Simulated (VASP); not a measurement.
OSZICAR of a VASP run on Mg (hcp):

File OSZICAR:
```
       N       E                     dE             d eps       ncg     rms          rms(c)
DAV:   1     0.474923463686E+00    0.47492E+00   -0.23396E+03  1008   0.108E+03
DAV:   2    -0.592069967062E+01   -0.63956E+01   -0.61404E+01  1620   0.769E+01
DAV:   3    -0.606541826559E+01   -0.14472E+00   -0.11995E+00  1812   0.135E+01
DAV:   4    -0.606734645055E+01   -0.19282E-02   -0.19285E-02  1776   0.153E+00
DAV:   5    -0.606736382670E+01   -0.17376E-04   -0.17375E-04  1806   0.161E-01    0.834E-01
DAV:   6    -0.104641388802E+02   -0.43968E+01   -0.58083E+00  1014   0.266E+01    0.772E-01
DAV:   7    -0.105641627499E+02   -0.10002E+00   -0.12781E-01  1716   0.808E+00    0.592E-01
DAV:   8    -0.104762440247E+02    0.87919E-01   -0.34774E-01  1032   0.467E+01    0.436E-02
DAV:   9    -0.106152441513E+02   -0.13900E+00   -0.74876E-01  1008   0.153E+01    0.282E-02
DAV:  10    -0.106178994881E+02   -0.26553E-02   -0.10881E-03  1632   0.328E-01    0.182E-02
DAV:  11    -0.106159166355E+02    0.19829E-02   -0.37468E-04  1062   0.240E-01    0.895E-03
DAV:  12    -0.106178306811E+02   -0.19140E-02   -0.68359E-04  1116   0.297E-01    0.190E-03
DAV:  13    -0.106179219484E+02   -0.91267E-04   -0.19881E-05  1188   0.569E-02    0.167E-03
DAV:  14    -0.106179204688E+02    0.14796E-05   -0.46292E-07  1446   0.968E-03    0.217E-03
DAV:  15    -0.106179223601E+02   -0.18913E-05   -0.78550E-07  1164   0.115E-02    0.459E-04
DAV:  16    -0.106179223252E+02    0.34891E-07   -0.23763E-08   678   0.230E-03
   1 F= -.10617922E+02 E0= -.10617558E+02  d E =-.106179E+02
       N       E                     dE             d eps       ncg     rms          rms(c)
DAV:   1    -0.106193302828E+02   -0.14079E-02   -0.39148E-03  1362   0.357E-01    0.199E-02
DAV:   2    -0.106193185482E+02    0.11735E-04   -0.24753E-05  1116   0.364E-02    0.119E-02
DAV:   3    -0.106193125713E+02    0.59769E-05   -0.86162E-06  1194   0.181E-02    0.468E-04
DAV:   4    -0.106193123650E+02    0.20630E-06   -0.26221E-07  1272   0.555E-03    0.174E-04
DAV:   5    -0.106193126996E+02   -0.33464E-06   -0.57705E-08   744   0.404E-03    0.717E-05
DAV:   6    -0.106193124068E+02    0.29285E-06   -0.66088E-08   612   0.379E-03    0.950E-05
DAV:   7    -0.106193126654E+02   -0.25863E-06   -0.29074E-08   558   0.226E-03    0.113E-05
DAV:   8    -0.106193126590E+02    0.63626E-08   -0.24519E-10   558   0.117E-04
   2 F= -.10619313E+02 E0= -.10619216E+02  d E =-.139033E-02
       N       E                     dE             d eps       ncg     rms          rms(c)
DAV:   1    -0.106198243499E+02   -0.51168E-03   -0.32726E-03  1350   0.326E-01    0.187E-02
DAV:   2    -0.106198140407E+02    0.10309E-04   -0.20891E-05  1104   0.334E-02    0.111E-02
DAV:   3    -0.106198087236E+02    0.53170E-05   -0.74267E-06  1170   0.167E-02    0.440E-04
DAV:   4    -0.106198088468E+02   -0.12314E-06   -0.19119E-07  1092   0.306E-03    0.174E-04
DAV:   5    -0.106198088341E+02    0.12721E-07   -0.21447E-08   582   0.153E-03
   3 F= -.10619809E+02 E0= -.10619939E+02  d E =-.188651E-02
```

Question: Which electronic solver shows in the log?

Answer: It is blocked Davidson (ALGO = Normal, or the opening steps of other solvers). The INCAR had ALGO = Normal.

Question: Can the final energy be trusted as converged?

Answer: The calculation finished and met its thresholds. It stopped with EDIFF = 1E-7, NELM = 100, NSW = 30 and EDIFFG = -0.01 after 3 ionic steps (TPSS meta-GGA, plane waves, VASP's PBE PAW potentials (set 64)).

The compound is Mg in the hcp structure. This cell is one point of a volume scan, at 0.94 of the reference volume. Symmetry was kept, so distortions that lower it aren't found.
